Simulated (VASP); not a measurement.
The system is FeSi.

```
Fe Si
1.0
     4.55070    0.00000    0.00000
     0.00000    4.55070    0.00000
     0.00000    0.00000    4.55070
Fe Si
4 4
Direct
  0.13652 0.13652 0.13652
  0.36348 0.86348 0.63652
  0.63652 0.36348 0.86348
  0.86348 0.63652 0.36348
  0.84240 0.84240 0.84240
  0.65760 0.15760 0.34240
  0.34240 0.65760 0.15760
  0.15760 0.34240 0.65760
```

Base run:

* Program: VASP 6.6.1
* Functional: PBE
* Potentials or basis: VASP PAW PBE potentials, release 64 (Fe, Si)
* Cutoff: 520 eV
* k mesh: 6 × 6 × 6
* Occupations: fermi-dirac, width 0.05 eV
* Spin: collinear spin, ferromagnetic start
* Starting moments: [3.0, 3.0, 3.0, 3.0, 0.0, 0.0, 0.0, 0.0] μB

Its results: band gap on the k mesh none (metal or under the smearing width); pressure -10.3 GPa; net moment 3.73 μB per cell; site moments Fe +1.03; Si -0.05 μB; largest force 0.095 eV/Å.

Q: The run is repeated on the same cell with these changes: functional from PBE to r2SCAN; further incar settings from ALGO = Fast; EDIFF = 1e-06 to ALGO = Normal; EDIFF = 1e-06. What comes out?

A: Band gap on the k mesh none (metal or under the smearing width); pressure -14.0 GPa; net moment 4.60 μB per cell; site moments Fe +1.36; Si -0.09 μB; largest force 0.187 eV/Å.

Caveats: the PAW data sets were made with another functional, which shifts forces and pressure a little (some runs).
